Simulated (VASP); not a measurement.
Given:

```yaml
crystal:
  lattice:
    - [2.90289, 0.00000, 0.00000]
    - [0.00000, 2.90289, 0.00000]
    - [0.00000, 0.00000, 2.90289]
  atoms:
    - { symbol: Zn, position: [0.50000, 0.50000, 0.50000] }
    - { symbol: Cu, position: [0.00000, 0.00000, 0.00000] }
```

Calculation: LDA (Ceperley-Alder, Perdew-Zunger), VASP's LDA PAW potentials (set 64) (plane waves; VASP). Run with 520 eV cut-off, 13×13×13 Γ-centred mesh, first-order Methfessel-Paxton smearing of 0.10 eV, potentials Zn Cu.

Problem. The job: CuZn (CsCl type), 2 atoms, LDA, static run, 520 eV, 13×13×13 Γ-centred mesh. Roughly how much core time does it take on a busy server core?

Solution. About 40 core-seconds (one run on a shared machine, a rough figure). It had 84 irreducible k-points, 15 bands, up to 691 plane waves and 13 electronic steps.

The compound is CuZn in the CsCl type structure. This cell is one point of a volume scan, at 1.03 of the reference volume.
